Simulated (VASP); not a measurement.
Method: PBE GGA, VASP's PBE PAW potentials (set 64) (plane waves; VASP).

A VASP calculation is set up with these files.

**KPOINTS**
```
Automatic mesh
0
Gamma
12 12 8
0 0 0
```

INCAR:
```
ALGO  =  Normal
EDIFF  =  1E-7
EDIFFG  =  -0.01
ENCUT  =  480
GGA  =  PE
IBRION  =  2
ISIF  =  3
ISMEAR  =  1
LASPH  =  .TRUE.
LCHARG  =  .FALSE.
LMAXMIX  =  6
LREAL  =  .FALSE.
LWAVE  =  .FALSE.
NELM  =  100
NSW  =  40
PREC  =  Accurate
PSTRESS  =  20
SIGMA  =  0.1
SYSTEM  =  Hf
```

### POSCAR
```
Hf
1
    1.5897586734    -2.7535427549    -0.0000000000
    1.5897586734     2.7535427549     0.0000000000
   -0.0000000000     0.0000000000     5.0340482051
Hf
2
Direct
  0.3333330000   0.6666670000   0.2500000000
  0.6666670000   0.3333330000   0.7500000000
```

POTCAR, in this order: Hf_pv (PBE.64 set). Program: vasp_std.

Output

File OSZICAR:
```
       N       E                     dE             d eps       ncg     rms          rms(c)
DAV:   1     0.447552888925E+02    0.44755E+02   -0.11157E+04  2668   0.128E+03
DAV:   2    -0.187010369113E+02   -0.63456E+02   -0.62250E+02  3314   0.262E+02
DAV:   3    -0.205252818138E+02   -0.18242E+01   -0.17732E+01  3626   0.296E+01
DAV:   4    -0.205414452733E+02   -0.16163E-01   -0.16089E-01  3104   0.341E+00
DAV:   5    -0.205417036577E+02   -0.25838E-03   -0.25834E-03  3620   0.343E-01    0.663E+01
DAV:   6    -0.200310163009E+02    0.51069E+00   -0.48641E-01  2822   0.543E+00    0.391E+01
DAV:   7    -0.198519175591E+02    0.17910E+00   -0.80804E-01  2840   0.670E+00    0.199E+00
DAV:   8    -0.198428928101E+02    0.90247E-02   -0.50767E-02  2918   0.174E+00    0.177E-01
DAV:   9    -0.198430085541E+02   -0.11574E-03   -0.11141E-03  3674   0.267E-01    0.201E-01
DAV:  10    -0.198429964437E+02    0.12110E-04   -0.59788E-05  3022   0.627E-02    0.277E-01
DAV:  11    -0.198429989401E+02   -0.24964E-05   -0.75141E-06  3338   0.232E-02    0.168E-02
DAV:  12    -0.198429992955E+02   -0.35541E-06   -0.72735E-07  3350   0.666E-03    0.113E-02
DAV:  13    -0.198429990902E+02    0.20530E-06   -0.33887E-08  2092   0.160E-03    0.285E-03
DAV:  14    -0.198429990309E+02    0.59343E-07   -0.50274E-09  1840   0.691E-04
   1 F= -.19292838E+02 E0= -.19292573E+02  d E =-.192928E+02
```

**OUTCAR**
```
------------------------ aborting loop because EDIFF is reached ----------------------------------------
  FORCE on cell =-STRESS in cart. coord.  units (eV):
  Direction    XX          YY          ZZ          XY          YZ          ZX
  --------------------------------------------------------------------------------------
  Total        0.5564658      0.5564657      0.5661093      0.0000000      0.0000000     -0.0000000
  in kB       20.2291964     20.2291958     20.5797682      0.0000000      0.0000000     -0.0000000
  external PRESSURE =       0.3460535 kB  Pullay stress =      20.0000000 kB
  volume of cell :       44.07
      direct lattice vectors                 reciprocal lattice vectors
     1.589758673 -2.753542755  0.000000000     0.314513145 -0.181584251  0.000000000
     1.589758673  2.753542755  0.000000000     0.314513145  0.181584251  0.000000000
     0.000000000  0.000000000  5.034048205     0.000000000  0.000000000  0.198647283
 POSITION                                       TOTAL-FORCE (eV/Angst)
 -----------------------------------------------------------------------------------
      1.58976      0.91785      1.25851        -0.000000      0.000000      0.000000
      1.58976     -0.91785      3.77554         0.000000     -0.000000      0.000000
 -----------------------------------------------------------------------------------
    total drift:                                0.000000      0.000181     -0.000016
  FREE ENERGIE OF THE ION-ELECTRON SYSTEM (eV)
  ---------------------------------------------------
  free  energy   TOTEN  =       -19.8429990309 eV

  energy  without entropy=      -19.8422052916  energy(sigma->0) =      -19.84273445
  enthalpy is  TOTEN    =       -19.2928380239 eV   P V=        0.5501610070

 reached required accuracy - stopping structural energy minimisation
```
(Selected blocks of OUTCAR.)

The compound is Hf in the hcp structure. It was relaxed first under an external pressure of 2 GPa.
